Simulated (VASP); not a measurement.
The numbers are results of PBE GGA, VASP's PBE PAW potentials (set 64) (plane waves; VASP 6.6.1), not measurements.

The input files of a VASP run:

### INCAR
```
SYSTEM  =  BN
PREC  =  Accurate; ENCUT  =  620; LREAL  =  F
LASPH  =  T
EDIFF  =  1E-6; NELM  =  100; ALGO  =  Normal
ISMEAR  =  0; SIGMA  =  0.05
GGA  =  PE
IBRION  =  2; NSW  =  40; ISIF  =  3
EDIFFG  =  -0.02; PSTRESS  =  200
LWAVE  =  F; LCHARG  =  F
```

File KPOINTS:
```
Automatic mesh
0
Gamma
10 10 4
0 0 0
```

File POSCAR:
```
BN
1
    1.2392328040    -2.1464151193    -0.0000000000
    1.2392328040     2.1464151193    -0.0000000000
    0.0000000000     0.0000000000     5.4344242809
B N
2 2
Direct
  0.3333330000   0.6666670000   0.2500000000
  0.6666670000   0.3333330000   0.7500000000
  0.6666670000   0.3333330000   0.2500000000
  0.3333330000   0.6666670000   0.7500000000
```

POTCAR, in this order: B N (PBE.64 set). Program: vasp_std.

Output of the run:

### OUTCAR
```
 ion  position               nearest neighbor table
   1  0.333  0.667  0.250-   3 1.43   3 1.43   3 1.43
   2  0.667  0.333  0.750-   4 1.43   4 1.43   4 1.43
   3  0.667  0.333  0.250-   1 1.43   1 1.43   1 1.43
   4  0.333  0.667  0.750-   2 1.43   2 1.43   2 1.43
  LATTYP: Found a hexagonal cell.
 ALAT       =     2.4784664224
 C/A-ratio  =     2.1926560037
 Subroutine PRICEL returns:
 Original cell was already a primitive cell.
 Subroutine GETGRP returns: Found 24 space group operations
The static configuration has the point symmetry D_3d.
 The point group associated with its full space group is D_6h.
The dynamic configuration has the point symmetry D_3d.
 Subroutine INISYM returns: Found 24 space group operations
 Subroutine IBZKPT returns following result:
 Found     42 irreducible k-points:

 Following reciprocal coordinates:
            Coordinates               Weight
  0.000000  0.000000  0.000000      1.000000
  0.100000 -0.000000  0.000000      6.000000
  0.200000 -0.000000  0.000000      6.000000
  0.300000  0.000000  0.000000      6.000000
  0.400000 -0.000000  0.000000      6.000000
  0.500000 -0.000000  0.000000      3.000000
  0.100000  0.100000  0.000000      6.000000
  0.200000  0.100000  0.000000     12.000000
  0.300000  0.100000  0.000000     12.000000
  0.400000  0.100000  0.000000     12.000000
  0.200000  0.200000  0.000000      6.000000
  0.300000  0.200000  0.000000     12.000000
  0.400000  0.200000  0.000000      6.000000
  0.300000  0.300000  0.000000      6.000000
  0.000000  0.000000  0.250000      2.000000
  0.100000 -0.000000  0.250000     12.000000
  0.200000 -0.000000  0.250000     12.000000
  0.300000  0.000000  0.250000     12.000000
  0.400000 -0.000000  0.250000     12.000000
  0.500000 -0.000000  0.250000      6.000000
  0.100000  0.100000  0.250000     12.000000
  0.200000  0.100000  0.250000     24.000000
  0.300000  0.100000  0.250000     24.000000
  0.400000  0.100000  0.250000     24.000000
  0.200000  0.200000  0.250000     12.000000
  0.300000  0.200000  0.250000     24.000000
  0.400000  0.200000  0.250000     12.000000
  0.300000  0.300000  0.250000     12.000000
  0.000000  0.000000  0.500000      1.000000
  0.100000 -0.000000  0.500000      6.000000
  0.200000 -0.000000  0.500000      6.000000
  0.300000  0.000000  0.500000      6.000000
  0.400000 -0.000000  0.500000      6.000000
  0.500000 -0.000000  0.500000      3.000000
  0.100000  0.100000  0.500000      6.000000
  0.200000  0.100000  0.500000     12.000000
  0.300000  0.100000  0.500000     12.000000
  0.400000  0.100000  0.500000     12.000000
  0.200000  0.200000  0.500000      6.000000
  0.300000  0.200000  0.500000     12.000000
   k-points           NKPTS =     42   k-points in BZ     NKDIM =     42   number of bands    NBANDS=     12
   number of dos      NEDOS =    301   number of ions     NIONS =      4
   total plane-waves  NPLWV =  19200
   dimension x,y,z NGX =    20 NGY =   20 NGZ =   48
   dimension x,y,z NGXF=    40 NGYF=   40 NGZF=   96
   ions per type =               2   2
   PREC   = accura    normal or accurate (medium, high low for compatibility)
   ISTART =      0    job   : 0-new  1-cont  2-samecut
   ICHARG =      2    charge: 1-file 2-atom 10-const
   ISPIN  =      1    spin polarized calculation?
   LNONCOLLINEAR =      F non collinear calculations
   LSORBIT =      F    spin-orbit coupling
   INIWAV =      1    electr: 0-lowe 1-rand  2-diag
   ENCUT  =  620.0 eV  45.57 Ry    6.75 a.u.   5.03  5.03 11.03*2*pi/ulx,y,z
   NELM   =    100;   NELMIN=  2; NELMDL= -5     # of ELM steps
...
```

**OSZICAR**
```
       N       E                     dE             d eps       ncg     rms          rms(c)
DAV:   1     0.675949473401E+02    0.67595E+02   -0.96404E+03  1008   0.147E+03
DAV:   2    -0.341549305841E+02   -0.10175E+03   -0.94148E+02  1436   0.319E+02
DAV:   3    -0.381482300457E+02   -0.39933E+01   -0.39686E+01  1260   0.655E+01
DAV:   4    -0.381818669980E+02   -0.33637E-01   -0.33610E-01  1192   0.615E+00
DAV:   5    -0.381822751693E+02   -0.40817E-03   -0.40803E-03  1280   0.634E-01    0.115E+01
DAV:   6    -0.350754182373E+02    0.31069E+01   -0.75239E+00  1176   0.248E+01    0.519E+00
DAV:   7    -0.348021890392E+02    0.27323E+00   -0.55153E-01  1208   0.715E+00    0.314E+00
DAV:   8    -0.347429255207E+02    0.59264E-01   -0.20007E-01  1200   0.378E+00    0.351E-01
DAV:   9    -0.347402613495E+02    0.26642E-02   -0.93934E-03  1204   0.998E-01    0.189E-01
DAV:  10    -0.347407449745E+02   -0.48363E-03   -0.72543E-04  1208   0.263E-01    0.301E-02
DAV:  11    -0.347407737428E+02   -0.28768E-04   -0.99124E-05  1260   0.932E-02    0.216E-02
DAV:  12    -0.347407742630E+02   -0.52024E-06   -0.20533E-05  1260   0.430E-02    0.305E-03
DAV:  13    -0.347407744080E+02   -0.14492E-06   -0.57119E-07   784   0.790E-03
   1 F= -.31131918E+02 E0= -.31131918E+02  d E =-.311319E+02
```

File OUTCAR:
```
------------------------ aborting loop because EDIFF is reached ----------------------------------------
  FORCE on cell =-STRESS in cart. coord.  units (eV):
  Direction    XX          YY          ZZ          XY          YZ          ZX
  --------------------------------------------------------------------------------------
  Total        3.6158271      3.6158302      3.5927421      0.0000000     -0.0000000      0.0000000
  in kB      200.3863232    200.3864988    199.1069713      0.0000000     -0.0000000      0.0000000
  external PRESSURE =      -0.0400689 kB  Pullay stress =     200.0000000 kB
  volume of cell :       28.91
      direct lattice vectors                 reciprocal lattice vectors
     1.239232804 -2.146415119  0.000000000     0.403475439 -0.232946551  0.000000000
     1.239232804  2.146415119  0.000000000     0.403475439  0.232946551  0.000000000
     0.000000000  0.000000000  5.434424281     0.000000000  0.000000000  0.184012132
  FREE ENERGIE OF THE ION-ELECTRON SYSTEM (eV)
  ---------------------------------------------------
  free  energy   TOTEN  =       -34.7407744080 eV

  energy  without entropy=      -34.7407744080  energy(sigma->0) =      -34.74077441
  enthalpy is  TOTEN    =       -31.1319182607 eV   P V=        3.6088561473

 reached required accuracy - stopping structural energy minimisation
```
(Selected blocks of OUTCAR.)

Without a dispersion term in the relaxation, distances and binding between the weakly bound layers, chains or molecules are unreliable, and so is what depends on them.

The compound is BN in the hex structure. It was relaxed first under an external pressure of 20 GPa.
